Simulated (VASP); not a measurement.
## A VASP study of CuPPbSe (PBE): structure first, properties next

Aim: relax CuPPbSe, then compute properties on the relaxed cell. The steps: relaxing cell and atoms (PBE), second relaxation, single point with fields (PBE), band structure (PBE), total and projected DOS (PBE), vibrations at Γ (PBE) and core-level energies (PBE). The cell is invented: it takes the structure of a Materials Project entry for CuGePSe (space group 160 there), with some of its atoms replaced by other elements, volume scaled by an estimate. It may not be a known or stable phase. Left out of this account: 1 further run (vcrelax: a spoilt try).

Program: VASP 6.6.1. Level of theory: PBE, no spin polarisation; plane waves and PAW (Pb_d, Se, Cu, P); invented cell. Results are calculated unless marked as measured.

### 1. Starting point

Before any relaxation, the start is as follows. It takes space group R3m (No. 160, trigonal). Conventional cell: a = 4.101 Å, b = 4.101 Å, c = 20.051 Å, α = 90.00°, β = 90.00°, γ = 120.00°. Nearest to Pb lie 1 Se at 2.51 Å and 3 P at 2.57 Å. Nearest to Se lie 3 Cu at 2.51 Å and 1 Pb at 2.51 Å. Cu has 1 P at 2.35 Å and 3 Se at 2.51 Å nearest. Nearest to P lie 1 Cu at 2.35 Å and 3 Pb at 2.57 Å. It derives from CuGePSe. it takes the structure of a Materials Project entry for CuGePSe (space group 160 there), with some of its atoms replaced by other elements, volume scaled by an estimate. Farther neighbours and most contacts between anions are not listed.

### 2. Relaxing cell and atoms (PBE)

The start need not lie at this functional's minimum. ISIF = 3 frees volume, shape and positions, and EDIFFG sets the threshold on forces and stress at which the search stops. PBE, the usual starting point, adds the gradient of the density.

INCAR reads:

```
SYSTEM = CuPPbSe
PREC = Accurate
ENCUT = 400
EDIFF = 1E-06
NELM = 100
ISMEAR = -1
SIGMA = 0.05
LREAL = .FALSE.
ALGO = Normal
GGA = PE
NBANDS = 24
LORBIT = 11
LWAVE = .FALSE.
LCHARG = .FALSE.
KPAR = 2
IBRION = 2
NSW = 60
ISIF = 3
EDIFFG = -0.01
```

POSCAR reads:

```
CuPPbSe
1.0
    2.0506440000      1.1839400000      6.6838030000
   -2.0506440000      1.1839400000      6.6838030000
    0.0000000000     -2.3678800000      6.6838030000
Pb Se Cu P
1 1 1 1
Direct
    0.5019930000      0.5019930000      0.5019930000
    0.6273390000      0.6273390000      0.6273390000
    0.0018400000      0.0018400000      0.0018400000
    0.1188290000      0.1188290000      0.1188290000
```

KPOINTS reads:

```
Automatic mesh
0
Gamma
6 6 6
0 0 0
```

Potentials, in the order of the species: Pb_d, Se, Cu and P (PBE family, release 64).

The run is started by

```bash
$ mpirun -np 2 vasp_std
```

What it wrote:

```text
[banner, memory and clock lines left out]
running    2 mpi-ranks, on    1 nodes
 distrk:  each k-point on    1 cores,    2 groups
 distr:  one band on    1 cores,    1 groups

 POSCAR found type information on POSCAR PbSeCuP
 POSCAR found :  4 types and       4 ions
 LDA part: xc-table for (Slater+PW92), standard interpolation
 POSCAR, INCAR and KPOINTS ok, starting setup
 FFT: planning ... GRIDC
 FFT: planning ... GRID_SOFT
 FFT: planning ... GRID
 WAVECAR not read
 entering main loop
       N       E                     dE             d eps       ncg     rms          rms(c)
DAV:   1     0.298011585638E+03    0.29801E+03   -0.14238E+04  1536   0.137E+03
DAV:   2     0.106085232532E+02   -0.28740E+03   -0.27867E+03  1584   0.357E+02
DAV:   3    -0.160972600378E+02   -0.26706E+02   -0.26144E+02  2144   0.131E+02
DAV:   4    -0.171693282066E+02   -0.10721E+01   -0.10689E+01  1728   0.286E+01
DAV:   5    -0.172207837523E+02   -0.51456E-01   -0.51423E-01  2376   0.605E+00    0.110E+01
DAV:   6    -0.187521564654E+02   -0.15314E+01   -0.33867E+01  1800   0.115E+02    0.980E+00
DAV:   7    -0.160959622634E+02    0.26562E+01   -0.78052E+00  1832   0.649E+01    0.405E+00
DAV:   8    -0.159435395453E+02    0.15242E+00   -0.27912E+00  2464   0.398E+01    0.276E+00
DAV:   9    -0.159101980478E+02    0.33341E-01   -0.79970E-01  2152   0.175E+01    0.789E-01
DAV:  10    -0.159015060706E+02    0.86920E-02   -0.63959E-02  2464   0.484E+00    0.209E-01
DAV:  11    -0.159020105014E+02   -0.50443E-03   -0.78461E-03  2472   0.960E-01    0.104E-01
DAV:  12    -0.159024328648E+02   -0.42236E-03   -0.14766E-03  2304   0.781E-01    0.118E-01
DAV:  13    -0.159022687598E+02    0.16411E-03   -0.11660E-03  2096   0.800E-01    0.225E-02
DAV:  14    -0.159022766893E+02   -0.79295E-05   -0.10095E-04  2240   0.979E-02    0.694E-03
DAV:  15    -0.159022782100E+02   -0.15207E-05   -0.62230E-06  1784   0.169E-02    0.495E-03
DAV:  16    -0.159022785193E+02   -0.30928E-06   -0.87478E-07  1360   0.113E-02
   1 F= -.15902279E+02 E0= -.15897819E+02  d E =-.159023E+02
 curvature:   0.00 expect dE= 0.000E+00 dE for cont linesearch  0.000E+00
 trial: gam= 0.00000 g(F)=  0.371E+00 g(S)=  0.236E+00 ort = 0.000E+00 (trialstep = 0.100E+01)
 search vector abs. value=  0.607E+00
 bond charge predicted
       N       E                     dE             d eps       ncg     rms          rms(c)
DAV:   1    -0.189941917683E+02   -0.30919E+01   -0.98927E+01  1744   0.192E+02    0.116E+01
DAV:   2    -0.176127490859E+02    0.13814E+01   -0.19099E+01  2024   0.108E+02    0.103E+01
DAV:   3    -0.167426527355E+02    0.87010E+00   -0.10963E+01  1928   0.666E+01    0.574E+00
DAV:   4    -0.162522576128E+02    0.49040E+00   -0.20263E+00  2336   0.319E+01    0.217E+00
DAV:   5    -0.161847339208E+02    0.67524E-01   -0.26918E-01  2328   0.926E+00    0.864E-01
DAV:   6    -0.161731147356E+02    0.11619E-01   -0.71752E-02  2472   0.408E+00    0.226E-01
DAV:   7    -0.161733786733E+02   -0.26394E-03   -0.98869E-03  2072   0.107E+00    0.233E-01
DAV:   8    -0.161733245740E+02    0.54099E-04   -0.52566E-04  2040   0.148E-01    0.169E-01
DAV:   9    -0.161729960029E+02    0.32857E-03   -0.46497E-04  2376   0.506E-01    0.213E-02
DAV:  10    -0.161730065417E+02   -0.10539E-04   -0.12720E-04  1816   0.695E-02    0.138E-02
DAV:  11    -0.161730081517E+02   -0.16100E-05   -0.62369E-06  2184   0.231E-02    0.822E-03
DAV:  12    -0.161730088721E+02   -0.72045E-06   -0.10856E-06  1208   0.146E-02
   2 F= -.16173009E+02 E0= -.16166682E+02  d E =-.270730E+00
[... from here on, the cycles between the ionic steps are left out ...]
   3 F= -.16172899E+02 E0= -.16166595E+02  d E =-.270620E+00
   4 F= -.16253338E+02 E0= -.16247642E+02  d E =-.804392E-01
   5 F= -.16263906E+02 E0= -.16258906E+02  d E =-.910072E-01
   6 F= -.16264271E+02 E0= -.16259173E+02  d E =-.913725E-01
   7 F= -.16275086E+02 E0= -.16270102E+02  d E =-.108150E-01
   8 F= -.16277053E+02 E0= -.16272246E+02  d E =-.127815E-01
   9 F= -.16277116E+02 E0= -.16272284E+02  d E =-.128452E-01
  10 F= -.16279826E+02 E0= -.16275043E+02  d E =-.270988E-02
  11 F= -.16280038E+02 E0= -.16275275E+02  d E =-.292218E-02
  12 F= -.16280971E+02 E0= -.16276290E+02  d E =-.932268E-03
  13 F= -.16280991E+02 E0= -.16276321E+02  d E =-.952145E-03
  14 F= -.16281254E+02 E0= -.16276580E+02  d E =-.263864E-03
  15 F= -.16281255E+02 E0= -.16276582E+02  d E =-.264424E-03
  16 F= -.16281256E+02 E0= -.16276582E+02  d E =-.265009E-03
  17 F= -.16281256E+02 E0= -.16276578E+02  d E =-.265728E-03
  18 F= -.16280864E+02 E0= -.16276247E+02  d E =0.391957E-03
  19 F= -.16281254E+02 E0= -.16276593E+02  d E =0.247855E-05
  20 F= -.16281261E+02 E0= -.16276597E+02  d E =-.445471E-05
  21 F= -.16281262E+02 E0= -.16276597E+02  d E =-.573865E-05
  22 F= -.16281261E+02 E0= -.16276592E+02  d E =-.499536E-05
  23 F= -.16281261E+02 E0= -.16276591E+02  d E =-.489123E-05
  24 F= -.16281262E+02 E0= -.16276593E+02  d E =-.541861E-05
  25 F= -.16281262E+02 E0= -.16276594E+02  d E =-.544865E-05
  26 F= -.16281262E+02 E0= -.16276596E+02  d E =-.562726E-05
  27 F= -.16281241E+02 E0= -.16276554E+02  d E =0.211857E-04
  28 F= -.16281267E+02 E0= -.16276593E+02  d E =-.481781E-05
  29 F= -.16281267E+02 E0= -.16276594E+02  d E =-.486942E-05
  30 F= -.16281265E+02 E0= -.16276595E+02  d E =-.332369E-05
  31 F= -.16281266E+02 E0= -.16276596E+02  d E =-.451251E-05
  32 F= -.16281267E+02 E0= -.16276596E+02  d E =-.494182E-05
  33 F= -.16281267E+02 E0= -.16276595E+02  d E =-.498219E-05
  34 F= -.16281267E+02 E0= -.16276592E+02  d E =-.528716E-05
  35 F= -.16281267E+02 E0= -.16276595E+02  d E =-.495271E-05
 curvature:  -0.00 expect dE=-0.233E-08 dE for cont linesearch -0.123E-08
 ZBRENT: accuracy reached
 trial: gam=-0.09445 g(F)=  0.198E-04 g(S)=  0.613E-05 ort = 0.338E-04 (trialstep = 0.967E+00)
 search vector abs. value=  0.203E-04
 bond charge predicted
       N       E                     dE             d eps       ncg     rms          rms(c)
DAV:   1    -0.162812910350E+02   -0.24102E-04   -0.53548E-03  2048   0.618E-01    0.391E-02
DAV:   2    -0.162813029260E+02   -0.11891E-04   -0.43828E-04  1992   0.493E-01    0.339E-02
DAV:   3    -0.162812809268E+02    0.21999E-04   -0.12361E-04  2016   0.322E-01    0.113E-02
DAV:   4    -0.162812789733E+02    0.19534E-05   -0.14749E-05  2160   0.530E-02    0.437E-03
DAV:   5    -0.162812784833E+02    0.48999E-06   -0.81163E-07   784   0.272E-02
  36 F= -.16281278E+02 E0= -.16276601E+02  d E =-.115674E-04
 trial-energy change:   -0.000012  1 .order   -0.000014   -0.000022   -0.000006
 step:   1.3121(harm=  1.3121)  dis= 0.00065  next Energy=   -16.281282 (dE=-0.149E-04)
 reached required accuracy - stopping structural energy minimisation
```

Wall time 16 min (2 MPI ranks of Intel Xeon Platinum 8488C (Sapphire Rapids), shared host); peak memory 0.76 GiB.

The logs omit lines about the potential files and the build; timing stands in the text.

From OUTCAR (step 2):

```text
ion  position               nearest neighbor table
   1  0.502  0.502  0.502-   2 2.51   4 2.57   4 2.57   4 2.57
   2  0.627  0.627  0.627-   3 2.51   3 2.51   3 2.51   1 2.51
   3  0.002  0.002  0.002-   4 2.35   2 2.51   2 2.51   2 2.51
   4  0.119  0.119  0.119-   3 2.35   1 2.57   1 2.57   1 2.57

  LATTYP: Found a trigonal (rhomboedric) cell.
 ALAT       =     7.0908446099
 COS(alpha) =     0.8327313036

 Subroutine GETGRP returns: Found  6 space group operations
 (whereof  6 operations were pure point group operations)

The static configuration has the point symmetry C_3v.

 Found     32 irreducible k-points:

   k-points           NKPTS =     32   k-points in BZ     NKDIM =     32   number of bands    NBANDS=     24

   dimension x,y,z NGX =    48 NGY =   48 NGZ =   48
   dimension x,y,z NGXF=    96 NGYF=   96 NGZF=   96

   ENCUT  =  400.0 eV  29.40 Ry    5.42 a.u.  11.56 11.56 11.56*2*pi/ulx,y,z

   NELECT =      36.0000    total number of electrons

 k-points in reciprocal lattice and weights: Automatic mesh
   0.00000000  0.00000000  0.00000000       0.005
   0.16666667  0.00000000 -0.00000000       0.028
   0.33333333  0.00000000 -0.00000000       0.028
   0.50000000  0.00000000  0.00000000       0.014
   0.16666667  0.16666667 -0.00000000       0.028
   0.33333333  0.16666667 -0.00000000       0.056
   0.50000000  0.16666667 -0.00000000       0.056
  -0.33333333  0.16666667  0.00000000       0.056
  -0.16666667  0.16666667  0.00000000       0.028
[...]
-0.33333333  0.50000000  0.33333333       0.028
   0.50000000  0.50000000  0.50000000       0.005

 average (electrostatic) potential at core
       1 -93.2158       2 -54.0912       3 -66.6228       4 -84.4638

 E-fermi :   4.3517

 k-point     1 :       0.0000    0.0000    0.0000
  band No.  band energies     occupation
    ...
     13       1.7565      2.00000
     14       2.9971      2.00000
     15       3.1651      2.00000
     16       3.1651      2.00000
     17       4.3202      1.30487
     18       4.5970      0.01470
     19       4.5970      0.01470
     20       6.1678      0.00000
     21       7.4873      0.00000
     22       7.4873      0.00000
    ...

 k-point     2 :       0.1667    0.0000   -0.0000
  band No.  band energies     occupation
    ...
     14       2.0948      2.00000
     15       2.9013      2.00000
     16       3.2124      2.00000
     17       3.9109      1.99970
     18       4.1472      1.96712
     19       4.8234      0.00016
     20       6.5966      0.00000
     21       7.6215      0.00000
     22       8.0848      0.00000
     23       8.5521      0.00000
    ...

 k-point     3 :       0.3333    0.0000   -0.0000
  band No.  band energies     occupation
    ...
     14       2.0515      2.00000
     15       2.4223      2.00000
     16       2.5199      2.00000
     17       3.0615      2.00000
     18       3.4344      2.00000
     19       5.2558      0.00000
     20       6.5192      0.00000
     21       8.0673      0.00000
     22       8.9359      0.00000
     23       8.9921      0.00000
    ...

  Total       -0.0144048     -0.0144048     -0.0289460      0.0000000      0.0000000      0.0000000
  in kB       -0.2279587     -0.2279588     -0.4580772      0.0000000      0.0000000      0.0000000
  external PRESSURE =      -0.3046649 kB  Pullay stress =       0.0000000 kB

  energy-cutoff  :      400.00
  volume of cell :      101.24
      direct lattice vectors                 reciprocal lattice vectors
     2.073906443  1.197370582  6.795035956     0.241090914  0.139193888  0.049055419
    -2.073906443  1.197370582  6.795035956    -0.241090914  0.139193888  0.049055419
    -0.000000000 -2.394741164  6.795035956     0.000000000 -0.278387776  0.049055419

 POSITION                                       TOTAL-FORCE (eV/Angst)
 -----------------------------------------------------------------------------------
     -0.00000      0.00000     10.23632         0.000000      0.000000     -0.007526
     -0.00000      0.00000     13.00249        -0.000000     -0.000000      0.003192
     -0.00000      0.00000     20.37825        -0.000000     -0.000000      0.005378
     -0.00000      0.00000      2.24946         0.000000     -0.000000     -0.001044
 -----------------------------------------------------------------------------------
    total drift:                                0.000000     -0.000010      0.002099

  FREE ENERGIE OF THE ION-ELECTRON SYSTEM (eV)
  ---------------------------------------------------
  free  energy   TOTEN  =       -16.2812784833 eV

  energy  without entropy=      -16.2719240694  energy(sigma->0) =      -16.27660128

 reached required accuracy - stopping structural energy minimisation

 total charge
# of ion       s       p       d       tot
------------------------------------------
    1        1.304   0.855   9.843  12.001
    2        1.461   2.296   0.039   3.796
    3        0.396   0.348   9.193   9.937
    4        1.084   1.373   0.000   2.457
--------------------------------------------------
tot          4.245   4.871  19.075  28.191

[... 3 further parts left out ...]
```

CONTCAR:

```
CuPPbSe
   1.00000000000000
     2.0739064431406389    1.1973705820476301    6.7950359557694266
    -2.0739064431406389    1.1973705820476301    6.7950359557694266
    -0.0000000000000000   -2.3947411640952603    6.7950359557694266
  Pb              Se              Cu              P
     1     1     1     1
Direct
     0.5021467609352455    0.5021467609352455    0.5021467609352455
     0.6378425153020747    0.6378425153020747    0.6378425153020747
     0.9996635457447182    0.9996635457447182    0.9996635457447182
     0.1103481780179592    0.1103481780179592    0.1103481780179592
```

This run has no spin polarisation, although Cu can carry a moment. The k-mesh is coarse for a metal. LASPH is off, so gradient terms of the non-spherical density inside the spheres are left out; for open d or f shells this can shift gaps and moments. The run keeps the 6 symmetry operations of its start, so it cannot find a distortion of lower symmetry.

Step by step (22 of 36):

```tsv
step	energy less that of the first step (eV)	largest force (eV/Å)	pressure (GPa)	volume (Å³)
1	0.0000	2.1137	4.04	97.36
3	-0.2706	0.8790	-1.77	106.11
4	-0.3511	0.3406	-0.78	103.40
6	-0.3620	0.3526	-0.06	102.12
8	-0.3748	0.1588	0.16	101.03
9	-0.3748	0.1522	0.20	101.09
11	-0.3778	0.0668	-0.20	101.62
13	-0.3787	0.0562	0.12	101.08
14	-0.3790	0.0157	-0.04	101.24
16	-0.3790	0.0159	-0.01	101.23
18	-0.3786	0.0110	0.30	100.71
19	-0.3790	0.0129	0.08	101.11
21	-0.3790	0.0154	0.05	101.16
23	-0.3790	0.0146	0.00	101.19
24	-0.3790	0.0139	-0.03	101.18
26	-0.3790	0.0121	0.07	101.17
28	-0.3790	0.0143	-0.02	101.23
29	-0.3790	0.0156	-0.04	101.22
31	-0.3790	0.0123	0.01	101.20
33	-0.3790	0.0127	0.00	101.22
34	-0.3790	0.0128	-0.09	101.22
36	-0.3790	0.0075	-0.03	101.24
```

```tsv
conventional cell, symmetrised	before	after	change
a (Å)	4.101	4.148	+1.1 %
b (Å)	4.101	4.148	+1.1 %
c (Å)	20.051	20.385	+1.7 %
volume (Å³/atom)	24.34	25.31	+4.0 %
```

The atoms that moved most (Å, as changes of fractional coordinates times the final cell):

```tsv
atom	dx	dy	dz	length
Se2	0.000	0.000	0.214	0.214
P4	0.000	0.000	-0.173	0.173
Cu3	0.000	0.000	-0.044	0.044
```

Final coordinates:

```xyz
4
Lattice="2.0739 1.1974 6.7950 -2.0739 1.1974 6.7950 0.0000 -2.3947 6.7950" Properties=species:S:1:pos:R:3 pbc="T T T"
Pb    0.0000    0.0000   10.2363
Se    0.0000    0.0000   13.0025
Cu    0.0000    0.0000   -0.0069
P     0.0000    0.0000    2.2495
```

Numbers from this step:

```
electrons                       : 36
bands                           : 24
irreducible k-points            : 32
symmetry operations             : 6
free energy (TOTEN)             : -16.28 eV
energy at zero smearing         : -16.28 eV
Fermi energy                    : 4.352 eV
pressure                        : -0.03047 GPa
metallic                        : yes
SCF cycles over all ionic steps : 213
```

It ends with a largest force of 0.008 eV/Å and a pressure of -0.03 GPa.

(Continued in part 2 of 4.)

[Lines on the potential files, build, host, timing and source positions are cut from VASP's logs without a mark.]

[Logs are printed without paths, hosts, clocks, repeated set-up lines and the standing remarks that a program may print on its own settings, such as how far it seeks lower states.]

[Hosts, paths, dates, database ids (printed as entryN), source tags and the programs' standing remarks are cut or masked in the printed files.]

[A measured line is paired with the nearest computed mode of its activity, which favours agreement.]
